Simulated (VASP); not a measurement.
Level of theory: revPBE GGA, VASP's PBE PAW potentials (set 64) (plane waves; VASP).

A VASP calculation is set up with these files.

### POSCAR
```
Rh
1.0
  0.0000000000   1.9000000000   1.9000000000
  1.9000000000   0.0000000000   1.9000000000
  1.9000000000   1.9000000000   0.0000000000
Rh
1
Cartesian
  0.0000000000   0.0000000000   0.0000000000
```

### INCAR
```
! general
SYSTEM  = Rh
PREC    = Accurate
ENCUT   = 520
LREAL   = .False.
LASPH   = .True.

! electronic loop
EDIFF   = 1E-6
NELM    = 100
ALGO    = Normal
LMAXMIX = 4

! smearing
ISMEAR  = 1
SIGMA   = 0.1

! functional
GGA     = RE

! ions
IBRION  = 2
NSW     = 60
ISIF    = 3
EDIFFG  = -0.01

! output
LWAVE   = .False.
LCHARG  = .False.
```

**KPOINTS**
```
Automatic mesh
0
Gamma
15 15 15
0 0 0
```

POTCAR, in this order: Rh_pv (PBE.64 set). Program: vasp_std.

Energy and stress use the plane-wave basis of the starting cell.

Problem. Predict the energy per atom (σ→0), volume per atom, band gap (on the k-mesh).

Solution. 
- energy per atom (σ→0) = -651.2 kJ/mol of atoms
- band gap (on the k-mesh) = none (metal, semimetal or under 0.01 eV)
- volume per atom = 14.23 Å³/atom

OSZICAR:
```
...
DAV:   7    -0.674946589838E+01    0.14826E-05   -0.16568E-06  2186   0.197E-02    0.175E-03
DAV:   8    -0.674946678013E+01   -0.88175E-06   -0.95721E-08  1365   0.498E-03
   3 F= -.67494668E+01 E0= -.67494528E+01  d E =-.151675E-01
       N       E                     dE             d eps       ncg     rms          rms(c)
DAV:   1    -0.674982218036E+01   -0.35628E-03   -0.50269E-03  2745   0.117E+00    0.128E-01
DAV:   2    -0.674947633118E+01    0.34585E-03   -0.84260E-04  2718   0.439E-01    0.230E-02
DAV:   3    -0.674947627071E+01    0.60470E-07   -0.96466E-06  2844   0.415E-02
   4 F= -.67494763E+01 E0= -.67494623E+01  d E =-.151770E-01
```

The compound is Rh in the fcc structure. This run relaxes it. Symmetry was kept, so distortions that lower it aren't found.
